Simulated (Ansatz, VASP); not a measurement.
## Cross-check of P between VASP and Ansatz

Aim: how closely do two programs agree when they are given the same cell, functional and k mesh? The cell is taken from a series of runs on this material, whose earlier steps may have relaxed, scaled, displaced or heated it; both programs get it as it stands.

Method: plane waves, with VASP 6.6.1 beside it; relaxation of cell and atoms at LDA, in Ansatz 0.2.0.

### Step 1. The starting structure

Symmetry: Cmce, No. 64, orthorhombic system. Conventional cell: a = 3.303 Å, b = 10.135 Å, c = 4.139 Å, α = 90.00°, β = 90.00°, γ = 90.00°. P has 3 P at 2.22 to 2.24 Å nearest.

### Step 2. Ansatz: relaxation of cell and atoms, LDA

Ansatz runs on norm-conserving files, of PseudoDojo where its log says so.

The relaxed volume is the usual yardstick between codes: in a stiff, nearly cubic crystal its relative difference is about their pressure difference at one cell divided by the bulk modulus.

input.yaml reads:

```yaml
crystal:
  lattice:
    - [1.6513217219, -5.0673424958, 0.0]
    - [1.6513217219, 5.0673424958, 0.0]
    - [0.0, 0.0, 4.1391474909]
  atoms:
    - { symbol: P, position: [0.8934048844, 0.1065951156, 0.0714623975] }
    - { symbol: P, position: [0.6065951156, 0.3934048844, 0.5714623975] }
    - { symbol: P, position: [0.1065951156, 0.8934048844, 0.9285376025] }
    - { symbol: P, position: [0.3934048844, 0.6065951156, 0.4285376025] }
kpoints:
  mp_grid: { grid: [10, 10, 8] }
hamiltonian:
  xc: lda
  pseudopotentials: { kind: nc, accuracy: standard }
scf:
  occupations: { method: gaussian, width: 0.1 }
output:
  forces: true
  stress: true
  eigenvalues: true
basis:
  ecutwfc: 489.805
relax:
  adjacent_minimum: "off"
  f_tol: 0.003
  max_steps: 80
  cell: { stress_tol: 0.03 }
```

Launch:

```console
> ansatz run input.yaml --threads 4 --pin off --max-ram 16384MiB --backend cpu --events-out ev --progress --plain --runs-dir out
```

Numbers of over 12 decimals in the logs are rounded to 6 here.

Log:

```text
Warning: basis.ecutwfc = 489.805 eV is below the records' recommended 653.07327 eV, and the density's cutoff is lower with it unless basis.ecutrho_ratio is high enough to keep the records' density cutoff: compare with a run at a higher cutoff
Engine: ansatz 0.2.0, aarch64-unknown-linux-gnu
Pseudopotentials: kind: nc
Pseudopotential: P, nc, valence charge 5, recommended cutoff 653.07327 eV (normal), P.nc.azcp (PseudoDojo's, or run here from an input of PseudoDojo's; its table is named by hamiltonian.pseudopotentials.accuracy)
Functional definition: SPW92
  exchange = slater_x
  correlation = pw_c
Crystal: 4 atoms, lattice volume = 69.271 Å³
Basis set: ecut = 489.805 eV, 1709 PW (Γ)
Bands: 14, of which v1, the nominal top of the filled ones, is band 10 counted from 1 (9 counted from 0)
Symmetry: 8 space group operations
Space group: Cmce (ITA 64), of the structure as read, at distance tolerance 4.1e-5 Å
k-points: 155 of 800
Non-local potential: P, projectors of the file, l = 0: 2, l = 1: 2, l = 2: 2
Initial density: superposition of atomic densities (chi_scale 0.1, normalization cell)
Initial wavefunctions: pseudopotential atomic-orbital guess
Functional: x = slater, c = lda
SCF iter   1: F=—  HF=-757.174281 eV  |F-HF|=—  |Δ(HF+E_count)|=         —  Δρ=4.05e-2  dr2=7.38e-1  ethr=3.10e-3  ⟨swp⟩=6.4  Hψ=14934  notcnv=0
preconditioner: auto → Kerker (q_TF=auto, 2.218 Å⁻¹)  [metal: Δε(μ)=0.045 eV  Ē_g=9.129 eV  σ=0.100 eV  W_gap=0.25  n_scr=12 (ndim 8)  ℏωp=20.0 eV  f_vac=0.000  D(μ)=0.21/eV (n_scr^D=0)]
SCF iter   2: F=—  HF=-757.046882 eV  |F-HF|=—  |Δ(HF+E_count)|=   1.27e-1  Δρ=2.40e-2  dr2=2.77e-1  ethr=3.10e-3  ⟨swp⟩=1.0  Hψ=3410  notcnv=0
SCF iter   3: F=—  HF=-756.969545 eV  |F-HF|=—  |Δ(HF+E_count)|=   7.73e-2  Δρ=2.13e-3  dr2=1.72e-3  ethr=1.38e-3  ⟨swp⟩=3.0  Hψ=4290  notcnv=0
SCF iter   4: F=—  HF=-756.969719 eV  |F-HF|=—  |Δ(HF+E_count)|=   1.74e-4  Δρ=4.29e-4  dr2=1.37e-4  ethr=8.58e-6  ⟨swp⟩=2.4  Hψ=3499  notcnv=0
SCF iter   5: F=—  HF=-756.969726 eV  |F-HF|=—  |Δ(HF+E_count)|=   7.04e-6  Δρ=1.02e-4  dr2=7.52e-6  ethr=6.84e-7  ⟨swp⟩=2.0  Hψ=3685  notcnv=0
SCF iter   6: F=—  HF=-756.969724 eV  |F-HF|=—  |Δ(HF+E_count)|=   1.69e-6  Δρ=8.46e-6  dr2=8.84e-8  ethr=5.00e-10  ⟨swp⟩=5.2  Hψ=13551  notcnv=0
SCF iter   7: F=-756.969724 eV  HF=-756.969724 eV  |F-HF|=1.05e-9  |Δ(HF+E_count)|=   1.30e-8  Δρ=2.08e-6  dr2=3.33e-9  ethr=4.42e-10  ⟨swp⟩=3.0  Hψ=8589  notcnv=0
SCF 1 converged in 7 iterations: F = -756.969724 eV  dr2 = 3.33e-9
relax step   1: F+E_penalty+E_count = -756.96972447 eV  Δ(F+E_penalty+E_count) = +0.000e0 eV  max|allowed force component| = 9.257e-3 eV/Å  Δτ_max = 0.0000 Å  P = +0.025 GPa  Ω = 69.271 Å³  (7 SCF iters, dr2 threshold 1.00e-7 eV, accepted)
[...]
relax step   2: F+E_penalty+E_count = -756.96973287 eV  Δ(F+E_penalty+E_count) = -8.406e-6 eV  max|allowed force component| = 1.288e-2 eV/Å  Δτ_max = 0.0050 Å  P = -0.059 GPa  Ω = 69.541 Å³  energy of the carried Pulay correction = -1.085e-4 eV  (5 SCF iters, dr2 threshold 1.42e-7 eV, accepted)
[...]
relax step   4: F+E_penalty+E_count = -756.97001356 eV  Δ(F+E_penalty+E_count) = -6.156e-5 eV  max|allowed force component| = 4.530e-3 eV/Å  Δτ_max = 0.0012 Å  P = +0.019 GPa  Ω = 69.233 Å³  energy of the carried Pulay correction = +1.534e-5 eV  (4 SCF iters, dr2 threshold 1.21e-9 eV, accepted)
[...]
relax step   5: F+E_penalty+E_count = -756.96995793 eV  Δ(F+E_penalty+E_count) = +5.563e-5 eV  max|allowed force component| = 6.626e-3 eV/Å  Δτ_max = 0.0013 Å  P = -0.123 GPa  Ω = 69.243 Å³  energy of the carried Pulay correction = +1.136e-5 eV  (5 SCF iters, dr2 threshold 4.79e-9 eV, rejected (line search))
[...]
relax step   6: F+E_penalty+E_count = -756.97003451 eV  Δ(F+E_penalty+E_count) = -2.095e-5 eV  max|allowed force component| = 6.035e-3 eV/Å  Δτ_max = 0.0012 Å  P = -0.012 GPa  Ω = 69.199 Å³  energy of the carried Pulay correction = +2.925e-5 eV  (6 SCF iters, accepted)
[...]
relax step   7: F+E_penalty+E_count = -756.97004973 eV  Δ(F+E_penalty+E_count) = -1.521e-5 eV  max|allowed force component| = 1.004e-4 eV/Å  Δτ_max = 0.0003 Å  P = -0.000 GPa  Ω = 69.176 Å³  energy of the carried Pulay correction = +3.819e-5 eV  (3 SCF iters, dr2 threshold 4.22e-9 eV, accepted)
[...]
relax step   8: F+E_penalty+E_count = -756.97001050 eV  Δ(F+E_penalty+E_count) = +3.923e-5 eV  max|allowed force component| = 4.594e-5 eV/Å  Δτ_max = 0.0000 Å  P = -0.000 GPa  Ω = 69.176 Å³  stress off target by 3.49e-3 GPa  SCF on the basis re-selected at this cell (its energy is not comparable with the rows above)  (5 SCF iters)
basis re-selected at this cell: Δ(F+E_penalty+E_count) = +3.923e-5 eV, ΔP = -0.000 GPa vs the last step (what re-selecting the basis moved, of the pressure what is left beyond the Pulay correction that the steps carried, after the strain that the cell walked since its last selection, with what the two solves' SCF thresholds leave and, on support functions, any second-order correction that the steps lacked; it is no m [...]
SCF converged after 5 iterations
Free energy (F): -756.970010 eV
Harris-Foulkes:  -756.970010 eV  (|F-HF|=1.14e-13)
Internal energy: -756.968415 eV  (E = F + TS)
E sigma→0 (E₀):  -756.969213 eV
Entropy (-TS):   -0.001595 eV (-0.399 meV/atom)
Fermi energy:    8.561392 eV
--- Per-component energies (eV) ---
  E_band       = 34.997192
  E_kinetic    = 276.843298
  E_local      = -226.583946  (includes V_loc(G=0)·N_el)
  E_nonlocal   = 116.128450
  E_hartree    = 56.600892
  E_xc         = -224.234801
  E_vxc        = -244.592397  (∫ρ·V_xc dr)
  E_ewald      = -755.722308
  E_smearing   = -0.001595  (= −TS)
  E_closure    = 0.000000  (closes the sum)
  Σ components = -756.970010   (vs F -756.970010, Δ=0.00e0)
--- Forces (eV/Å), atoms counted from 1 ---
  atom   1  P      0.00000000    -0.00001462    -0.00004594
  atom   2  P      0.00000000     0.00001462    -0.00004594
  atom   3  P     -0.00000000     0.00001462     0.00004594
  atom   4  P     -0.00000000    -0.00001462     0.00004594
  max |Σ_I F_I| component: 0.00e0 eV/Å
--- Stress (GPa, compression-positive) ---
        0.000169       0.000000       0.000000
        0.000000       0.002126      -0.000000
        0.000000      -0.000000      -0.003486
  P = ⅓ Tr σ = -0.0004 GPa (-0.004 kbar)
--- Band table (eV; the first three rows and the last of 155) ---
  k-point 0: bands = [... 6 lower, 4.4503, 5.6433, 5.8704, 7.2159, 9.5851, 9.7386, 10.4097, 12.0925]
  k-point 1: bands = [... 6 lower, 4.5162, 5.8802, 6.6257, 6.6297, 9.6138, 10.3477, 10.4764, 11.6767]
  k-point 2: bands = [... 6 lower, 4.7884, 5.7955, 5.8714, 7.8786, 9.9957, 10.0062, 10.9863, 11.5735]
  k-point 154: bands = [... 6 lower, 6.1308, 6.1308, 7.3644, 7.3644, 9.8128, 9.8128, 11.3073, 11.3073]
--- Relaxed structure (7 steps of the walk, 6 accepted, 1 SCFs on fresh bases) ---
  F+E_penalty+E_count = -756.97001050 eV   max|allowed force component| = 4.594e-5 eV/Å   (the final SCF, on the basis selected at the relaxed cell)
  cell:  # Å, volume = 69.1765 Å³
    - [1.653478, -5.081111, 0]
    - [1.653478, 5.081111, 0]
    - [0, 0, 4.116912]
  atoms:
    - { symbol: P, position: [0.893498, 0.106502, 0.070731] }
    - { symbol: P, position: [0.606502, 0.393498, 0.570731] }
    - { symbol: P, position: [0.106502, 0.893498, 0.929269] }
    - { symbol: P, position: [0.393498, 0.606502, 0.429269] }
```

### Step 3. VASP: relaxation of cell and atoms, LDA

The same cell, functional (in two slightly different forms), mesh and smearing now go to VASP, with its own data sets.

Lines of VASP's logs that name or quote its potential files are left out, and so is its time.

INCAR reads:

```
SYSTEM = P
PREC = Accurate
ENCUT = 500
EDIFF = 1E-07
NELM = 120
ISMEAR = 0
SIGMA = 0.1
LREAL = .FALSE.
ALGO = Normal
GGA = CA
NBANDS = 16
LORBIT = 11
LWAVE = .FALSE.
LCHARG = .FALSE.
ISIF = 3
IBRION = 2
NSW = 80
EDIFFG = -0.005
LASPH = .TRUE.
GGA_COMPAT = .FALSE.
NELMIN = 4
```

POSCAR reads:

```
P
1.0
    1.6513220000     -5.0673420000      0.0000000000
    1.6513220000      5.0673420000      0.0000000000
    0.0000000000      0.0000000000      4.1391470000
P
4
Direct
    0.8934049646      0.1065950354      0.0714623085
    0.6065951341      0.3934048659      0.5714624293
    0.1065950354      0.8934049646      0.9285376915
    0.3934048659      0.6065951341      0.4285375707
```

KPOINTS reads:

```
Automatic mesh
0
Gamma
10 10 8
0 0 0
```

Potentials, in the order of the species: P (LDA family, release 64).

Launch:

```console
> mpirun -np 1 vasp_std
```

Log:

```text
[banner, memory and clock lines left out]
running    1 mpi-ranks, on    1 nodes
 distrk:  each k-point on    1 cores,    1 groups
 distr:  one band on    1 cores,    1 groups

 POSCAR found type information on POSCAR P
 POSCAR found :  1 types and       4 ions
 LDA part: xc-table for (Slater(with rela. corr.)+CA(PZ))
 , standard interpolation
 POSCAR, INCAR and KPOINTS ok, starting setup
 FFT: planning ... GRIDC
 FFT: planning ... GRID_SOFT
 FFT: planning ... GRID
 WAVECAR not read
 entering main loop
       N       E                     dE             d eps       ncg     rms          rms(c)
DAV:   1     0.528708063753E+02    0.52871E+02   -0.84273E+03  4960   0.104E+03
DAV:   2    -0.212288447878E+02   -0.74100E+02   -0.71560E+02  6720   0.159E+02
DAV:   3    -0.243201811887E+02   -0.30913E+01   -0.30754E+01  6760   0.347E+01
DAV:   4    -0.243496102815E+02   -0.29429E-01   -0.29421E-01  6160   0.409E+00
DAV:   5    -0.243501107881E+02   -0.50051E-03   -0.50048E-03  6872   0.490E-01    0.108E+01
DAV:   6    -0.241861223709E+02    0.16399E+00   -0.88981E-02  5896   0.166E+00    0.628E+00
DAV:   7    -0.241169298973E+02    0.69192E-01   -0.13896E-01  6408   0.207E+00    0.342E-01
DAV:   8    -0.241159096785E+02    0.10202E-02   -0.13711E-02  5752   0.750E-01    0.179E-01
DAV:   9    -0.241159166645E+02   -0.69860E-05   -0.63694E-04  6752   0.161E-01    0.842E-02
DAV:  10    -0.241159010815E+02    0.15583E-04   -0.10639E-04  6200   0.564E-02    0.368E-02
DAV:  11    -0.241159004848E+02    0.59674E-06   -0.10281E-05  6152   0.220E-02    0.103E-02
DAV:  12    -0.241159005064E+02   -0.21685E-07   -0.57425E-07  6328   0.476E-03
   1 F= -.24115901E+02 E0= -.24115167E+02  d E =-.241159E+02
[...]
2 F= -.24116023E+02 E0= -.24115300E+02  d E =-.122043E-03
[...]
3 F= -.24116039E+02 E0= -.24115313E+02  d E =-.138081E-03
[...]
4 F= -.24116106E+02 E0= -.24115383E+02  d E =-.670728E-04
[...]
5 F= -.24116140E+02 E0= -.24115423E+02  d E =-.101837E-03
[...]
6 F= -.24116179E+02 E0= -.24115456E+02  d E =-.390207E-04
[...]
7 F= -.24116180E+02 E0= -.24115456E+02  d E =-.397504E-04
 curvature:  -1.15 expect dE=-0.279E-04 dE for cont linesearch -0.312E-08
 trial: gam= 0.36267 g(F)=  0.725E-05 g(S)=  0.171E-04 ort = 0.597E-06 (trialstep = 0.105E+01)
 search vector abs. value=  0.420E-04
 bond charge predicted
       N       E                     dE             d eps       ncg     rms          rms(c)
DAV:   1    -0.241162276409E+02   -0.47451E-04   -0.16238E-03  5208   0.215E-01    0.293E-02
DAV:   2    -0.241162049255E+02    0.22715E-04   -0.77043E-05  6888   0.552E-02    0.148E-02
DAV:   3    -0.241161941155E+02    0.10810E-04   -0.21203E-05  6320   0.262E-02    0.394E-03
DAV:   4    -0.241161939702E+02    0.14532E-06   -0.30088E-06  6568   0.105E-02    0.218E-03
DAV:   5    -0.241161939563E+02    0.13823E-07   -0.11328E-07  4008   0.214E-03
   8 F= -.24116194E+02 E0= -.24115461E+02  d E =-.137811E-04
 trial-energy change:   -0.000014  1 .order   -0.000014   -0.000026   -0.000001
 step:   1.1187(harm=  1.1187)  dis= 0.00037  next Energy=   -24.116194 (dE=-0.137E-04)
 reached required accuracy - stopping structural energy minimisation
```

Parts of OUTCAR (step 3):

```text
ion  position               nearest neighbor table
   1  0.893  0.107  0.071-   4 2.22   4 2.22   3 2.24
   2  0.607  0.393  0.571-   3 2.22   3 2.22   4 2.24
   3  0.107  0.893  0.929-   2 2.22   2 2.22   1 2.24
   4  0.393  0.607  0.429-   1 2.22   1 2.22   2 2.24

  LATTYP: Found a base centered orthorhombic cell.
 ALAT       =     3.3026440000
 B/A-ratio  =     3.0686577179
 C/A-ratio  =     1.2532828243

 Subroutine GETGRP returns: Found  8 space group operations
 (whereof  4 operations were pure point group operations)

The static configuration has the point symmetry C_2h.
 The point group associated with its full space group is D_2h.

 Found    155 irreducible k-points:

   k-points           NKPTS =    155   k-points in BZ     NKDIM =    155   number of bands    NBANDS=     16

   dimension x,y,z NGX =    40 NGY =   40 NGZ =   30
   dimension x,y,z NGXF=    80 NGYF=   80 NGZF=   60

   ENCUT  =  500.0 eV  36.75 Ry    6.06 a.u.   9.72  9.72  7.55*2*pi/ulx,y,z

   NELECT =      20.0000    total number of electrons

 k-points in reciprocal lattice and weights: Automatic mesh
   0.00000000  0.00000000  0.00000000       0.001
   0.10000000 -0.00000000  0.00000000       0.005
   0.20000000 -0.00000000  0.00000000       0.005
   0.30000000 -0.00000000  0.00000000       0.005
   0.40000000 -0.00000000  0.00000000       0.005
   0.50000000 -0.00000000  0.00000000       0.003
   0.10000000  0.10000000  0.00000000       0.003
   0.20000000  0.10000000  0.00000000       0.005
   0.30000000  0.10000000  0.00000000       0.005
[...]
-0.40000000  0.40000000  0.50000000       0.003
   0.50000000  0.50000000  0.50000000       0.001

 average (electrostatic) potential at core
       1 -82.9908       2 -82.9908       3 -82.9908       4 -82.9908

 E-fermi :   7.5199

 k-point     1 :       0.0000    0.0000    0.0000
  band No.  band energies     occupation
    ...
      6       3.4009      2.00000
      7       3.4076      2.00000
      8       4.6003      2.00000
      9       4.8404      2.00000
     10       6.1602      2.00000
     11       8.5218      0.00000
     12       8.7004      0.00000
     13       9.3785      0.00000
     14      11.0373      0.00000
     15      13.0529      0.00000
    ...

 k-point     2 :       0.1000   -0.0000    0.0000
  band No.  band energies     occupation
    ...
      6       2.7280      2.00000
      7       2.9063      2.00000
      8       4.6533      2.00000
      9       4.7292      2.00000
     10       6.3424      2.00000
     11       8.6595      0.00000
     12       9.5268      0.00000
     13      10.2893      0.00000
     14      10.4036      0.00000
     15      12.3668      0.00000
    ...

 k-point     3 :       0.2000   -0.0000    0.0000
  band No.  band energies     occupation
    ...
      6       2.1585      2.00000
      7       2.7885      2.00000
      8       4.6929      2.00000
      9       4.7974      2.00000
     10       6.4875      2.00000
     11       8.8663      0.00000
     12       9.3667      0.00000
     13      10.5238      0.00000
     14      11.1370      0.00000
     15      11.3126      0.00000
    ...

  Total        0.0010235      0.0002079     -0.0040046      0.0000000      0.0000000      0.0000000
  in kB        0.0236455      0.0048038     -0.0925202      0.0000000      0.0000000      0.0000000
  external PRESSURE =      -0.0213569 kB  Pullay stress =       0.0000000 kB

  energy-cutoff  :      500.00
  volume of cell :       69.35
      direct lattice vectors                 reciprocal lattice vectors
     1.652755391 -5.082565349 -0.000000000     0.302525106 -0.098375518 -0.000000000
     1.652755391  5.082565349  0.000000000     0.302525106  0.098375518  0.000000000
     0.000000000 -0.000000000  4.127710687     0.000000000 -0.000000000  0.242265041

 POSITION                                       TOTAL-FORCE (eV/Angst)
 -----------------------------------------------------------------------------------
      1.65276     -4.00199      0.29477         0.000000      0.000781     -0.000877
      1.65276     -1.08057      2.35863         0.000000     -0.000781     -0.000877
      1.65276      4.00199      3.83294         0.000000     -0.000781      0.000877
      1.65276      1.08057      1.76909         0.000000      0.000781      0.000877
 -----------------------------------------------------------------------------------
    total drift:                               -0.000000     -0.000458     -0.000161

  FREE ENERGIE OF THE ION-ELECTRON SYSTEM (eV)
  ---------------------------------------------------
  free  energy   TOTEN  =       -24.1161939563 eV

  energy  without entropy=      -24.1147287345  energy(sigma->0) =      -24.11546135

 reached required accuracy - stopping structural energy minimisation

 total charge
# of ion       s       p       d       tot
------------------------------------------
    1        1.087   1.383   0.000   2.470
    2        1.087   1.383   0.000   2.470
    3        1.087   1.383   0.000   2.470
    4        1.087   1.383   0.000   2.470
--------------------------------------------------
tot          4.348   5.532   0.000   9.880

[... 3 further parts left out ...]
```

CONTCAR:

```
P
   1.00000000000000
     1.6527553906969559   -5.0825653492973073   -0.0000000000000000
     1.6527553906969559    5.0825653492973073    0.0000000000000000
     0.0000000000000000   -0.0000000000000000    4.1277106874142557
  P
     4
Direct
     0.8936981262309719    0.1063018737690282    0.0714123974120799
     0.6063019724690274    0.3936980275309726    0.5714125182120755
     0.1063018737690282    0.8936981262309719    0.9285876025879203
     0.3936980275309726    0.6063019724690274    0.4285874817879243
```

The run keeps the 8 symmetry operations of its start, so it cannot find a distortion of lower symmetry.

### Step 4. Differences

Known differences besides the potentials themselves: the two LDA forms differ slightly; the cutoff is 489.805 eV in Ansatz and 500 eV in VASP; VASP's log shows a relativistic correction to its local exchange, Ansatz's none; Ansatz adds a Pulay correction to the stress that steers its cell, VASP none; Ansatz's log warns that its cutoff lies below the recommended one. Total energies have different zeros and are not compared.

The two programs side by side:

| quantity | Ansatz | VASP | difference |
| --- | --- | --- | --- |
| volume (Å³) | 69.18 | 69.35 | -0.25 % |
| edge a after relaxation, in the typed setting (Å) | 5.343 | 5.345 | -0.02 % |
| edge c after relaxation, in the typed setting (Å) | 4.117 | 4.128 | -0.26 % |

### Step 5. What came out

```json
{
 "difference in edge c after relaxation, in the typed setting (relaxation of cell and atoms, LDA)": "-0.26 %"
}
```

**Reading.** The difference in edge c after relaxation, in the typed setting is -0.26 % (relaxation of cell and atoms, LDA), within the 1.2 % picked in this series as the mark of a large difference, as far as the stopping tolerances let one tell. Such differences can come from data sets, numerical settings and the points named under the comparisons, not from the functional's error against experiment.

[Lines on the potential files, build, host, timing and source positions are cut from VASP's logs without a mark.]

[Logs are printed without paths, hosts, clocks, repeated set-up lines and the standing remarks that a program may print on its own settings, such as how far it seeks lower states.]

[Hosts, paths, dates, database ids (printed as entryN), source tags and the programs' standing remarks are cut or masked in the printed files.]
